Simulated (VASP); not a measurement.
Data:

```yaml
crystal:
  lattice:
    - [3.04165, 0.00000, 0.00000]
    - [0.00000, 3.04165, 0.00000]
    - [0.00000, 0.00000, 3.04165]
  atoms:
    - { symbol: Ti, position: [0.00000, 0.00000, 0.00000] }
    - { symbol: Ru, position: [0.50000, 0.50000, 0.50000] }
```

Method: PBEsol GGA with spin-orbit coupling, VASP's PBE PAW potentials (set 64) (plane waves; VASP 6.6.1). Run with 400 eV cut-off, 11×11×11 Γ-centred mesh, Gaussian smearing of 0.050 eV, potentials Ti_sv Ru_pv.

### Question
What does the run give for the energy per atom (σ→0), band gap (over mesh and band path) with the smallest direct gap where there is one?

### Answer

```yaml
band gap (over mesh and band path): none (metal, semimetal or under 0.01 eV)
energy per atom (σ→0): -10.068 eV/atom
```

The absolute energy has meaning only against runs of the same code, potentials and settings.

The structure comes from a computed database's TiRu entry (Pm-3m); how it stands against other phases isn't given here. It was relaxed first.
